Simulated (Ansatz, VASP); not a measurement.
# Cross-check of TiC between VASP and Ansatz

One calculation is typed for both programs; each brings its own data sets. How far apart do they land? The cell is taken from a series of runs on this material, whose earlier steps may have relaxed, scaled, displaced or heated it; both programs get it as it stands.

Method: plane waves, with VASP 6.6.1 beside it; zone-centre phonons at PBEsol, in Ansatz 0.2.0.

## Step 1: The starting structure

The structure is trigonal, space group R-3m (No. 166). Conventional cell: a = 3.127 Å, b = 3.127 Å, c = 7.298 Å, α = 90.00°, β = 90.00°, γ = 120.00°. Nearest to C lie 6 Ti at 2.18 Å. Ti has 6 C at 2.18 Å nearest. Farther neighbours are not listed.

## Step 2: Ansatz: zone-centre phonons, PBEsol

Ansatz runs on its PAW soft_1 files.

Second derivatives magnify differences that forces hide, and they need a tight electronic threshold.

Contents of input.yaml:

```yaml
crystal:
  lattice:
    - [-0.0694177464, 2.1414188701, 2.1414188701]
    - [2.1414188701, -0.0694177464, 2.1414188701]
    - [2.1414188701, 2.1414188701, -0.0694177464]
  atoms:
    - { symbol: C, position: [0.5, 0.5, 0.5] }
    - { symbol: Ti, position: [0.0, 0.0, 0.0] }
kpoints:
  mp_grid: { grid: [16, 16, 16] }
hamiltonian:
  xc: pbesol
  pseudopotentials: { kind: paw, azcp: { folder: soft_1 }, xc_functional: pbe }
scf:
  occupations: { method: methfessel_paxton, width: 0.2 }
output:
  eigenvalues: true
phonons:
  method: dfpt
```

Command:

```
$ ansatz run input.yaml --threads 4 --pin off --max-ram 10240MiB --backend cpu --events-out ev --progress --plain --runs-dir out
```

Numbers of over 12 decimals in the logs are rounded to 6 here.

What it wrote:

```text
Engine: ansatz 0.2.0, x86_64-unknown-linux-gnu
Pseudopotentials: kind: paw
Pseudopotential: C, paw, valence charge 4, recommended cutoff 420 eV (normal), soft_1/C.paw.azcp
Pseudopotential: Ti, paw, valence charge 12, recommended cutoff 420 eV (normal), soft_1/Ti.paw.azcp
Functional definition: PBEsol
  exchange = pbesol_x
  correlation = pbesol_c
Crystal: 2 atoms, lattice volume = 20.594 Å³
Basis set: ecut = 420 eV, 393 PW (Γ), exchange–correlation on 48×48×48 points (8 copies of the dense FFT grid, shifted against one another)
Bands: 12, of which v1, the nominal top of the filled ones, is band 8 counted from 1 (7 counted from 0)
Symmetry: 12 space group operations
k-points: 1098 of 4096 (irreducible under 2 space group operations, time reversal used)
Non-local potential: C, projectors of the file, l = 0: 2, l = 1: 2, l = 2: 1
Non-local potential: Ti, projectors of the file, l = 0: 3, l = 1: 2, l = 2: 3, l = 3: 1
PAW form: soft (Blöchl's): semilocal exchange-correlation on the pseudo side does not see the compensation charge
PAW frozen core: C, regenerated for the run's functional, and the local potential with it (the file was generated under x = pbe(κ = 0.804, μ = 0.219515), c = pbe(β = 0.066725))
PAW frozen core: Ti, regenerated for the run's functional, and the local potential with it (the file was generated under x = pbe(κ = 0.804, μ = 0.219515), c = pbe(β = 0.066725))
PAW one-centre angular grid: C, 110 points (default); XC on 64 Gauss nodes
PAW one-centre angular grid: Ti, 590 points (default); XC on 64 Gauss nodes
Initial density: superposition of atomic densities (chi_scale 0.1, normalization cell, long waves kept (reshape's long-wave potential 0.00 eV rms))
Initial wavefunctions: pseudopotential atomic-orbital guess
Functional: x = pbesol(κ = 0.804, μ = 0.123457), c = pbesol(β = 0.046)
SCF iter   1: F=—  HF=-2723.318446 eV  |F-HF|=—  |Δ(HF+E_count)|=         —  Δρ=1.34e-1  dr2=4.86e0  ethr=3.10e-3  ⟨swp⟩=4.1  Hψ=61460  notcnv=0
preconditioner: auto → none  [metal: Δε(μ)=0.039 eV  Ē_g=8.913 eV  σ=0.200 eV  W_gap=0.16  n_scr=8 (ndim 8)  ℏωp=23.1 eV  f_vac=0.000  D(μ)=0.16/eV (n_scr^D=0)  sad-step TF]
SCF iter   2: F=—  HF=-2722.845414 eV  |F-HF|=—  |Δ(HF+E_count)|=   4.73e-1  S|Δr|=    0.00e0  Δρ=9.41e-2  dr2=2.45e0  ethr=3.10e-3  ⟨swp⟩=2.0  Hψ=26281  notcnv=0
SCF iter   3: F=—  HF=-2722.369639 eV  |F-HF|=—  |Δ(HF+E_count)|=   4.76e-1  S|Δr|=    0.00e0  Δρ=7.98e-3  dr2=7.50e-3  ethr=3.10e-3  ⟨swp⟩=3.0  Hψ=27808  notcnv=0
SCF iter   4: F=—  HF=-2722.367402 eV  |F-HF|=—  |Δ(HF+E_count)|=   2.24e-3  S|Δr|=    0.00e0  Δρ=1.62e-3  dr2=3.20e-4  ethr=4.69e-5  ⟨swp⟩=2.0  Hψ=30967  notcnv=0
SCF iter   5: F=—  HF=-2722.367418 eV  |F-HF|=—  |Δ(HF+E_count)|=   1.58e-5  S|Δr|=    0.00e0  Δρ=4.20e-4  dr2=2.83e-5  ethr=2.00e-6  ⟨swp⟩=2.1  Hψ=18312  notcnv=0
SCF iter   6: F=—  HF=-2722.367417 eV  |F-HF|=—  |Δ(HF+E_count)|=   7.60e-7  S|Δr|=    0.00e0  Δρ=7.22e-5  dr2=1.07e-6  ethr=1.77e-7  ⟨swp⟩=2.1  Hψ=21301  notcnv=0
SCF iter   7: F=—  HF=-2722.367417 eV  |F-HF|=—  |Δ(HF+E_count)|=   9.41e-9  S|Δr|=    0.00e0  Δρ=3.24e-6  dr2=2.14e-9  ethr=6.71e-9  ⟨swp⟩=3.0  Hψ=21567  notcnv=0
SCF iter   8: F=—  HF=-2722.367417 eV  |F-HF|=—  |Δ(HF+E_count)|=  5.71e-10  S|Δr|=    0.00e0  Δρ=2.06e-6  dr2=9.50e-10  ethr=1.34e-11  ⟨swp⟩=1.9  Hψ=15556  notcnv=0
SCF iter   9: F=-2722.367417 eV  HF=-2722.367417 eV  |F-HF|=6.37e-12  |Δ(HF+E_count)|=  2.43e-10  S|Δr|=    0.00e0  Δρ=1.75e-7  dr2=6.86e-12  ethr=1.00e-12  ⟨swp⟩=3.9  Hψ=58096  notcnv=0
the search or the solves at the SCF's close seem to have found levels that the self-consistency loop had missed (the run counts 3). By its estimate they hold under 1e-12 electrons; where the run keeps them, the occupations were computed again with them
SCF 1 converged in 9 iterations: F = -2722.367417 eV  dr2 = 6.86e-12
  greatest PAW one-centre occupation: 0.998 electrons in one spin orbital (limit 2), on the Ti atom at site 1 (counted from 0), in its partial waves of l = 0
DFPT response loops at Γ: preconditioner auto → Kerker (q_TF=auto, 2.616 Å⁻¹) (partly filled bands, converged f_vac=0.000); β = 1.00, the filter's whole step (`scf.mixing.beta` (0.50) is not read by the response loops under this deck's `scf.mixing.preconditioner`; to damp them name `kerker` or `kerker_dos`, under which they read `scf.mixing.beta`, and type it under 1.00, their step now; both keys bind the ground state too); Broyden in place of MSR1
SCF converged after 9 iterations
Stability not checked: this state was not tested for a lower state beside it, because cold or Methfessel-Paxton smearing, or corrected tetrahedra, fill the levels in a way that the test cannot read (fill_not_monotonic; see scf.lower_state_search)
Free energy (F): -2722.367417 eV
Harris-Foulkes:  -2722.367417 eV  (|F-HF|=6.37e-12)
Internal energy: -2722.368403 eV  (E = F + TS)
E sigma→0 (E₀):  -2722.367664 eV
Entropy (-TS):   0.000986 eV (0.493 meV/atom)
Fermi energy:    14.308449 eV
--- Per-component energies (eV) ---
  E_band       = -116.032177
  E_kinetic    = 364.731588
  E_local      = -837.516724  (includes V_loc(G=0)·N_el)
  E_nonlocal   = 84.120191
  E_hartree    = 327.895141
  E_xc         = -162.984600
  E_vxc        = -204.198025  (∫ρ·V_xc dr)
  E_paw        = -1111.802285  (= ΣΔE_a)
  E_vpaw       = -178.959518  (= ΣTr[D̂ρ^β])
  E_aug_tail   = -0.000059  (compensation charges beyond the density's cutoff)
  E_ewald      = -1386.972139
  E_core_change = 0.160485  (= ΣΔE_core)
  E_smearing   = 0.000986  (= −TS)
  E_closure    = -0.000000  (closes the sum)
  Σ components = -2722.367417   (vs F -2722.367417, Δ=0.00e0)
--- Band table (eV; the first three rows and the last of 1098) ---
  k-point 0: bands = [... 4 lower, 1.9737, 14.7845, 14.7845, 15.2503, 15.8524, 15.8524, 16.0196, 16.0196]
  k-point 1: bands = [... 4 lower, 2.0597, 14.3899, 14.5798, 15.0000, 15.2828, 15.4606, 16.1289, 16.9203]
  k-point 2: bands = [... 4 lower, 2.3126, 13.5421, 13.8779, 14.2449, 15.3007, 15.5484, 16.4729, 17.9716]
  k-point 1097: bands = [... 4 lower, 5.6887, 8.4912, 11.1570, 11.1570, 17.2928, 17.2928, 18.5143, 21.9646]
--- Phonons (Γ-DFPT): 2 representative perturbations + reference, on 1098 of 4096 k-points (Σ response iterations 6) ---
  k mesh reduced under 2 symmetry operations, with k and −k counted as one. Each operation leaves every solved perturbation unchanged. A smaller set is not used because it would not reduce the number of displacements times k-points to solve
  ASR residual: 8.645e-5 → 0.000e0 eV/Å²; symmetrization residual: 1.066e-7 eV/Å²
  ASR residual per site (eV/Å²): 1.24e-5 8.64e-5
  Γ frequencies (cm⁻¹): 0.00 0.00 0.00 467.50 518.84 518.84
  non-analytic LO–TO correction: not included (Born effective charges unavailable; polar crystals: no LO–TO splitting at Γ)
```

Reading the cycles: dr2 is the Hartree energy of the density residual (eV), the measure of convergence; HF is the Harris–Foulkes estimate of the energy, which meets the free energy F at convergence.

(Continued in part 2 of 2.)

[Lines on the potential files, build, host, timing and source positions are cut from VASP's logs without a mark.]

[Logs are printed without paths, hosts, clocks, repeated set-up lines and the standing remarks that a program may print on its own settings, such as how far it seeks lower states.]

[Hosts, paths, dates, database ids (printed as entryN), source tags and the programs' standing remarks are cut or masked in the printed files.]
